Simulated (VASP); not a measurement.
Input:

```
AsB
1.0
    0.00000     2.38815     2.38815
    2.38815     0.00000     2.38815
    2.38815     2.38815     0.00000
B As
1 1
Direct
  0.00000   0.00000   0.00000
  0.25000   0.25000   0.25000
```

Computed with optB88-vdW, VASP's PBE PAW potentials (set 64) (plane waves; VASP). Numerical set-up: 520 eV cut-off, 9×9×9 Γ-centred mesh, Gaussian smearing of 0.050 eV, potentials B As.

### Question
Give the stress tensor in GPa (positive for a compressed cell).

### Answer

```
4.22  0.00  0.00
0.00  4.22  0.00
0.00  0.00  4.22
```
The pressure is its mean diagonal, 4.22 GPa.

The compound is BAs in the zinc blende structure. This cell is one point of a volume scan, at 0.97 of the reference volume.
